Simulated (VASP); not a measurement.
A run of VASP 6.6.1 is set up as follows.

The input INCAR:

```
PREC     = Accurate       # precision mode
ENCUT    = 520            # plane-wave cutoff, eV
EDIFF    = 1E-7           # SCF threshold, eV
ISMEAR   = 0              # smearing method
SIGMA    = 0.05           # smearing width, eV
LREAL    = False          # projectors in reciprocal space
LASPH    = True           # aspherical terms in the spheres
NELM     = 100            # most SCF steps
ALGO     = Fast           # electronic algorithm
ISIF     = 2              # what is computed and relaxed
LWAVE    = False          # write WAVECAR
LCHARG   = True           # write CHGCAR
GGA      = PE             # functional
LELF     = True           # ELF
LVHAR    = True         
NBANDS   = 31             # bands
```

The input KPOINTS:

```
regular mesh
0
Gamma
  4 4 4
```

File POSCAR:

```
GeAuBr3
1.0
    5.3684444638      0.0000000000      0.0000000000
    0.0000000000      5.3684444638      0.0000000000
    0.0000000000      0.0000000000      5.3684444638
Au Ge Br
1 1 3
Direct
    0.0000000000      0.0000000000      0.0000000000
    0.5000000000      0.5000000000      0.5000000000
    0.5000000000      0.5000000000      0.0000000000
    0.5000000000      0.0000000000      0.5000000000
    0.0000000000      0.5000000000      0.5000000000
```

Potentials or basis: VASP PAW PBE potentials, release 64 (Au, Ge_d, Br).

Run with:

```sh
$ cat potpaw_PBE.64/Au/POTCAR potpaw_PBE.64/Ge_d/POTCAR potpaw_PBE.64/Br/POTCAR > POTCAR
$ mpirun -np 1 vasp_std > vasp.out
```

Estimate the band gap on the k mesh.

none (metal or under the smearing width).

Estimate the pressure.

-0.6 GPa.

Spin-orbit coupling is left out, which matters for the levels of Au.
